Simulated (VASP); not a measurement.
A convergence study with VASP on Ga (alpha): one setting is varied, all else stays as given below, so the limit is that of these other settings.

```xyz
4
Lattice="2.2600 -3.8300 0.0000 2.2600 3.8300 0.0000 0.0000 0.0000 4.5300" Properties=species:S:1:pos:R:3 pbc="T T T"
Ga     2.2600     2.6435     4.1631
Ga     2.2600     1.1865     1.8981
Ga     2.2600    -1.1865     2.6319
Ga     2.2600    -2.6435     0.3669
```

Method: PBE GGA, VASP's PBE PAW potentials (set 64) (plane waves; VASP). The tightest run used: 550 eV cut-off, 12×12×11 Γ-centred mesh, first-order Methfessel-Paxton smearing of 0.10 eV, potentials Ga_d.

The reference is 12×12×11 mesh, which took about 20 core-minutes. Costs are core time on shared hosts, one run each; read them as rough ratios.

Problem. Of the settings 1×1×1 mesh; 2×2×2 mesh; 3×3×3 mesh; 4×4×4 mesh; 5×5×4 mesh; 6×6×5 mesh; 7×7×6 mesh; 8×8×7 mesh; 9×9×8 mesh; 10×10×9 mesh; 11×11×10 mesh; 12×12×11 mesh, which is the lowest that keeps the difference from the reference in the stress, largest component (GPa) within 0.5 from there on, and what does it cost?

Solution. 8×8×7 mesh; its cost over the reference is about 1/3.
```csv
setting,"difference in the stress, largest component (GPa)",cost over the reference
1×1×1 mesh,35.60,about 1/60
2×2×2 mesh,13.66,about 1/30
3×3×3 mesh,2.90,about 1/30
4×4×4 mesh,1.89,about 1/10
5×5×4 mesh,0.39,about 1/9
6×6×5 mesh,0.35,about 1/6
7×7×6 mesh,0.79,about 1/4
8×8×7 mesh,0.04,about 1/3
9×9×8 mesh,0.27,about 1/2
10×10×9 mesh,0.14,within a factor of 2
11×11×10 mesh,0.10,within a factor of 2
12×12×11 mesh,0.00,reference
```

Left out are rungs that failed or repeat a setting and relaxations that didn't move; long series are thinned to 24 rows.

The compound is Ga in the alpha structure. The cell was not relaxed at this level, forces remain on its atoms.
